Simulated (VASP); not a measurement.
Level of theory: vdW-DF-cx, VASP's PBE PAW potentials (set 64) (plane waves; VASP).

The input files of a VASP run:

File KPOINTS:
```
Regular mesh
0
Gamma
 7 7 7
```

POSCAR:
```
CeO2
1.0
  0.0000000000   2.6986538632   2.6986538632
  2.6986538632   0.0000000000   2.6986538632
  2.6986538632   2.6986538632   0.0000000000
Ce O
1 2
Cartesian
  0.0000000000   0.0000000000   0.0000000000
  1.3493269316   1.3493269316   1.3493269316
  4.0479807948   4.0479807948   4.0479807948
```

### INCAR
```
# general
SYSTEM  =CeO2
PREC    =Accurate
ENCUT   =520
LREAL   =.FALSE.   # projection in real space or not
LASPH   =.TRUE.   # aspherical one-centre terms

# electronic loop
EDIFF   =1E-6   # SCF stop (eV)
NELM    =100
ALGO    =Normal   # blocked Davidson
LMAXMIX =6

# smearing
ISMEAR  =0   # Gaussian
SIGMA   =0.05   # width (eV)

# functional
GGA     =CX
LUSE_VDW=.TRUE.
AGGAC   =0.0

# ions
IBRION  =2
NSW     =60
ISIF    =3   # ions, shape and volume
EDIFFG  =-0.02

# output
LWAVE   =.FALSE.
LCHARG  =.FALSE.
```

POTCAR, in this order: Ce O (PBE.64 set). Program: vasp_std.

Task: What will the output report for the number of irreducible k-points (NKPTS), largest plane-wave count, number of space-group operations, FFT grid (NGX, NGY, NGZ)?

Result: 
```yaml
number of irreducible k-points (NKPTS): 20
largest_plane_wave_count: 1067
number_of_space_group_operations: 48
FFT grid (NGX, NGY, NGZ): 28 × 28 × 28
```

The compound is CeO2 in the fluorite structure. This run relaxes it. Symmetry was kept, so distortions that lower it aren't found. The start is the result of an earlier pass. The run is not spin-polarised, so no magnetic state was tried.
